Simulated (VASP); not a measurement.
NGeH3, in a box:

```xyz
5
Lattice="11.0000 0.0000 0.0000 0.0000 13.0000 0.0000 0.0000 0.0000 10.0000" Properties=species:S:1:pos:R:3 pbc="T T T"
N     5.4270    5.7712    5.1544
Ge    6.4999    7.2268    5.3168
H     5.6917    4.8714    5.5223
H     4.5261    5.7533    4.7045
H     5.4608    8.1706    4.5457
```

Base run:

| Item | Value |
| --- | --- |
| Program | VASP 6.6.1 |
| Functional | PBE |
| Potentials or basis | VASP PAW PBE potentials, release 64 (N, Ge_d, H) |
| Cutoff | 520 eV |
| k mesh | 1 × 1 × 1 |
| Occupations | gaussian, width 0.01 eV |
| Spin | no spin polarisation |

Its results: gap between the frontier levels 3.08 eV; largest force 0.414 eV/Å.

Problem. After a change of settings the same cell gave: gap between the frontier levels 4.20 eV; largest force 0.166 eV/Å. Which change was it?
A. further incar settings from ALGO = Normal; EDIFF = 1e-07; NBANDS = 19 to ALGO = Normal; EDIFF = 1e-06
B. functional from PBE to HSE06; dispersion from none to TS
C. further incar settings from ALGO = Normal; EDIFF = 1e-07; NBANDS = 19 to ALGO = Normal; EDIFF = 1e-06; dispersion from none to TS

Solution. B.

Caveats: the PAW data sets were made with another functional, which shifts forces and pressure a little (some runs).

Not every run made on this cell is shown here.
